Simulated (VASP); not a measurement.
Write the native input for VASP 6.6.1 that does the following.

```
Task                   : single point
Functional             : PBEsol
Potentials or basis    : VASP PAW PBE potentials, release 64 (W_sv, Si, C)
Cutoff                 : 450 eV
k mesh                 : 2 × 3 × 3
Occupations            : gaussian, width 0.03 eV
Spin                   : collinear spin, ferromagnetic start
Starting moments       : [1.0, 0.0, 0.0, 0.0, 0.0, 0.0, 0.0, 0.0, 0.0, 0.0, 0.0, 0.0, 0.0, 0.0, 0.0, 0.0, 0.0, 0.0, 0.0, 0.0, 0.0, 0.0, 0.0, 0.0] μB
Hubbard terms          : W d U = 2 eV
Dq                     : 1
Further INCAR settings : LREAL = Auto; ALGO = All; EDIFF = 1e-05; NBANDS = 75; ISYM = 0; NELECT = 105.0
```

The structure of Si11WC12 (a cell with a defect) lies in POSCAR:

```
Si11WC12
1.0
    0.0000000000      6.5370000000      6.5370000000
    4.3580000000      0.0000000000      4.3580000000
    4.3580000000      4.3580000000      0.0000000000
W Si C
1 11 12
Direct
    0.0000000000      0.0000000000      0.0000000000
    0.0000000000      0.0000000000      0.5000000000
    0.0000000000      0.5000000000      0.0000000000
    0.0000000000      0.5000000000      0.5000000000
    0.3333330000      0.0000000000      0.0000000000
    0.3333330000      0.0000000000      0.5000000000
    0.3333330000      0.5000000000      0.0000000000
    0.3333330000      0.5000000000      0.5000000000
    0.6666670000      0.0000000000      0.0000000000
    0.6666670000      0.0000000000      0.5000000000
    0.6666670000      0.5000000000      0.0000000000
    0.6666670000      0.5000000000      0.5000000000
    0.0833333333      0.1250000000      0.1250000000
    0.0833333333      0.1250000000      0.6250000000
    0.0833333333      0.6250000000      0.1250000000
    0.0833333333      0.6250000000      0.6250000000
    0.4166663333      0.1250000000      0.1250000000
    0.4166663333      0.1250000000      0.6250000000
    0.4166663333      0.6250000000      0.1250000000
    0.4166663333      0.6250000000      0.6250000000
    0.7500003333      0.1250000000      0.1250000000
    0.7500003333      0.1250000000      0.6250000000
    0.7500003333      0.6250000000      0.1250000000
    0.7500003333      0.6250000000      0.6250000000
```

One way to write it, as run:

INCAR

```
PREC = Accurate ; ENCUT = 450
EDIFF = 1E-5 ; ISMEAR = 0
SIGMA = 0.03 ; LREAL = Auto
LASPH = T ; NELM = 120
ALGO = All ; ISIF = 2
LWAVE = F ; LCHARG = F
ISPIN = 2 ; MAGMOM = 1 0 0 0 0 0 0 0 0 0 0 0 0 0 0 0 0 0 0 0 0 0 0 0
LORBIT = 11 ; LMAXMIX = 4
LDAU = T ; LDAUTYPE = 2
LDAUL = 2 -1 -1 ; LDAUU = 2 0 0
LDAUJ = 0 0 0 ; LDAUPRINT = 1
GGA = PS ; NBANDS = 75
NELECT = 105.0 ; ISYM = 0
KPAR = 4
```

KPOINTS

```
regular mesh
0
Gamma
  2 3 3
```

Potentials or basis: VASP PAW PBE potentials, release 64 (W_sv, Si, C).

Command:

```console
$ cat potpaw_PBE.64/W_sv/POTCAR potpaw_PBE.64/Si/POTCAR potpaw_PBE.64/C/POTCAR > POTCAR
$ mpirun -np 4 vasp_std > vasp.out
```

Results of the run:

```
Largest force                                         : 3.294 eV/Å
Band gap on the k mesh                                : none (metal or under the smearing width)
Net moment                                            : 0.79 μB per cell
Site moments                                          : W +0.46; Si +0.02, +0.01, +0.00; C -0.01, +0.00, -0.00 μB
Valence electrons inside the program's atomic spheres : W 12.65; Si 1.66; C 2.59, 2.52
```

Caveat: the k mesh is coarse (spacing up to 0.42 Å⁻¹), so the values aren't converged; the cell is charged against a uniform background, so pressure and absolute levels hang on convention; the PAW data sets were made with another functional, which shifts forces and pressure a little; the U is typed as a test and isn't derived for this compound.

Wall time 120 s on 4 MPI ranks on Intel(R) Xeon(R) 6975P-C (Granite Rapids), with other jobs on the host, peak memory 0.86 GiB a rank.
